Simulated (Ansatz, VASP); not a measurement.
# Pd in two plane-wave programs, part 2 of 2

Aim: how closely do two programs agree when they are given the same cell, functional and k mesh? The structure shown is the start of the Ansatz relaxation below; VASP solves that cell, so the two are compared at the walk's first step.

VASP 6.6.1 and Ansatz 0.2.0.

So far. Step 3 (VASP: single point, PBEsol, start cell, pair 1): The run ends at a pressure of -1.79 GPa, with forces up to 0.29 eV/Å.

## Step 5: Ansatz: relaxation, PBEsol

Level of this step: Ansatz beside VASP: Kohn-Sham DFT, plane waves, PBEsol (Ansatz).

The two programs are compared at the cell with which this relaxation starts, whose forces are those of its first step.

The structure compared here is the start of the Ansatz relaxation; VASP solves that cell, so the two are compared at the walk's first step.

input.yaml

```yaml
crystal:
  lattice:
    - [1.8906235317, 1.8906235317, 0.0]
    - [-1.8906235317, 1.8906235317, 0.0]
    - [0.0, 0.0, 39.35998088]
  atoms:
    - { symbol: Pd, position: [0.0, 0.0, 0.1628675834] }
    - { symbol: Pd, position: [0.5, 0.5, 0.2130115783] }
    - { symbol: Pd, position: [0.0, 0.0, 0.2639737055] }
    - { symbol: Pd, position: [0.5, 0.5, 0.3149358327] }
    - { symbol: Pd, position: [0.0, 0.0, 0.3650798275] }
  periodic: [true, true, false]
kpoints:
  mp_grid: { grid: [16, 16, 1] }
hamiltonian:
  xc: pbesol
  pseudopotentials: { kind: paw, azcp: { folder: soft_1 }, xc_functional: pbe }
scf:
  occupations: { method: methfessel_paxton, width: 0.2 }
output:
  forces: true
  stress: true
  eigenvalues: true
  write_density: true
  write_potential: true
  elf: true
  volumetric_format: npy
relax:
  adjacent_minimum: "off"
  f_tol: 0.001
  max_steps: 60
  cell: { stress_2d_tol: 0.002 }
```

Run with:

```sh
ansatz run input.yaml --threads 4 --pin off --max-ram 16384MiB --backend cpu --events-out ev --progress --plain --runs-dir out
```

Numbers of over 12 decimals in the logs are rounded to 6 here.

Log:

```text
[...]
Crystal: 5 atoms, lattice volume = 281.381 Å³
Basis set: ecut = 420 eV, 5479 PW (Γ), exchange–correlation on 36×36×540 points (8 copies of the dense FFT grid, shifted against one another)
Bands: 54, of which v1, the nominal top of the filled ones, is band 45 counted from 1 (44 counted from 0)
Symmetry: 16 space group operations
[...]
k-points: 45 of 256
[...]
--- Relaxed structure (5 steps of the walk, 5 accepted, 1 SCFs on fresh bases) ---
[...]
cell:  # Å, volume = 280.8167 Å³
    - [1.888726, 1.888726, 0.0]
    - [-1.888726, 1.888726, 0.0]
    - [0.0, 0.0, 39.35998088]
  atoms:
    - { symbol: Pd, position: [0, 0, 0.162677] }
    - { symbol: Pd, position: [0.5, 0.5, 0.212952] }
    - { symbol: Pd, position: [0, 0, 0.26397370548] }
    - { symbol: Pd, position: [0.5, 0.5, 0.314996] }
    - { symbol: Pd, position: [0, 0, 0.365271] }
[key lines of the parts left out:]
SCF converged after 9 iterations
Free energy (F): -34531.771817 eV
Fermi energy:    -5.268420 eV
P = ½ c Tr σ = 0.0015 N/m
```

## Step 6: VASP: single point, PBEsol, start cell, pair 2

The same cell, functional, mesh and smearing now go to VASP, with its own data sets.

INCAR

```
SYSTEM = Pd
PREC = Accurate
ENCUT = 400
EDIFF = 1E-06
NELM = 120
ISMEAR = 1
SIGMA = 0.2
LREAL = .FALSE.
ALGO = Normal
GGA = PS
NBANDS = 31
LASPH = .TRUE.
LORBIT = 11
LWAVE = .FALSE.
LCHARG = .FALSE.
ISIF = 2
LDIPOL = .TRUE.
IDIPOL = 3
DIPOL = 0.5 0.5 0.264
LVHAR = .TRUE.
GGA_COMPAT = .FALSE.
NELMDL = -8
KPAR = 2
```

POSCAR

```
Pd
1.0
    1.8906240000      1.8906240000      0.0000000000
   -1.8906240000      1.8906240000      0.0000000000
    0.0000000000      0.0000000000     39.3599810000
Pd
5
Direct
    0.0000000000      0.0000000000      0.1628675837
    0.5000000000      0.5000000000      0.2130115866
    0.0000000000      0.0000000000      0.2639737047
    0.5000000000      0.5000000000      0.3149358228
    0.0000000000      0.0000000000      0.3650798256
```

KPOINTS

```
Automatic mesh
0
Gamma
16 16 1
0 0 0
```

The projector-augmented-wave data sets are Pd (PBE family, release 64).

Run with:

```sh
mpirun -np 2 vasp_std
```

Log:

```text
[banner, memory and clock lines left out]
running    2 mpi-ranks, on    1 nodes
[...]
[... a notice as in an earlier step ...]

 LDA part: xc-table for (Slater+PW92), standard interpolation
 POSCAR, INCAR and KPOINTS ok, starting setup
[...]
entering main loop
       N       E                     dE             d eps       ncg     rms          rms(c)
DAV:   1     0.302136739753E+03    0.30214E+03   -0.18539E+04  2877   0.107E+03
DAV:   2    -0.154688274875E+02   -0.31761E+03   -0.30416E+03  3721   0.256E+02
DAV:   3    -0.295109608551E+02   -0.14042E+02   -0.13117E+02  3233   0.557E+01
DAV:   4    -0.298262095250E+02   -0.31525E+00   -0.31071E+00  3586   0.886E+00
[...]
DAV:  29    -0.280818570721E+02   -0.40258E-05   -0.10833E-07  1879   0.205E-03    0.821E-04
DAV:  30    -0.280818594198E+02   -0.23477E-05   -0.99399E-08  1966   0.107E-03    0.831E-04
DAV:  31    -0.280818599752E+02   -0.55540E-06   -0.14543E-08  1899   0.480E-04
   1 F= -.28081860E+02 E0= -.28074952E+02  d E =-.207239E-01
```

Parts of OUTCAR (step 6):

```text
  Total       -0.4357606     -0.4357606     -0.2736095      0.0000000      0.0000000      0.0000000
  in kB       -2.4812091     -2.4812091     -1.5579248      0.0000000      0.0000000      0.0000000
  external PRESSURE =      -2.1734476 kB  Pullay stress =       0.0000000 kB

 POSITION                                       TOTAL-FORCE (eV/Angst)
 -----------------------------------------------------------------------------------
      0.00000      0.00000      6.41046        -0.000000     -0.000000     -0.002241
      0.00000      1.89062      8.38413         0.000000      0.000000      0.013707
      0.00000      0.00000     10.39000         0.000000      0.000000      0.000000
      0.00000      1.89062     12.39587        -0.000000     -0.000000     -0.013707
      0.00000      0.00000     14.36953         0.000000      0.000000      0.002241
 -----------------------------------------------------------------------------------
    total drift:                               -0.000000      0.000000     -0.000143

  FREE ENERGIE OF THE ION-ELECTRON SYSTEM (eV)
  ---------------------------------------------------
  free  energy   TOTEN  =       -28.0818599752 eV

  energy  without entropy=      -28.0611361196  energy(sigma->0) =      -28.07495202

[... 3 further parts left out ...]
[key lines of the parts left out:]
E-fermi :  -1.3449
```

The run ends at a pressure of -0.22 GPa, with forces up to 0.014 eV/Å.

## Step 7: Differences

What differs besides the data sets and the points named for the pairs above, as far as they apply: the data sets hold 90 valence electrons in Ansatz (on its PAW soft_1 files) and 50 in VASP. Total energies have different zeros and are not compared.

At this near-relaxed geometry the largest component of a force difference is 11 meV/Å. With vacuum in the cell, a pressure given here is an average over mostly empty space and none of the material.

## Step 8: Results

```yaml
r_m_s_force_difference_single_point_pbesol_start_cell_pair_1: 3.1 meV/Å
r_m_s_force_difference_single_point_pbesol_start_cell_pair_2: 4.1 meV/Å
```

What this shows: The r.m.s. force difference is 4.1 meV/Å (single point, PBEsol, start cell, pair 2), within the 12 meV/Å picked in this series as the mark of a large difference. The data sets hold unlike numbers of valence electrons (90 in Ansatz and 50 in VASP), so part of the differences comes from the potentials. 2 further runs of this series are not shown here. How closely two codes agree says nothing of how well the functional describes the real material.

[Lines on the potential files, build, host, timing and source positions are cut from VASP's logs without a mark.]

[Logs are printed without paths, hosts, clocks, repeated set-up lines and the standing remarks that a program may print on its own settings, such as how far it seeks lower states.]

[Hosts, paths, dates, database ids (printed as entryN), source tags and the programs' standing remarks are cut or masked in the printed files.]
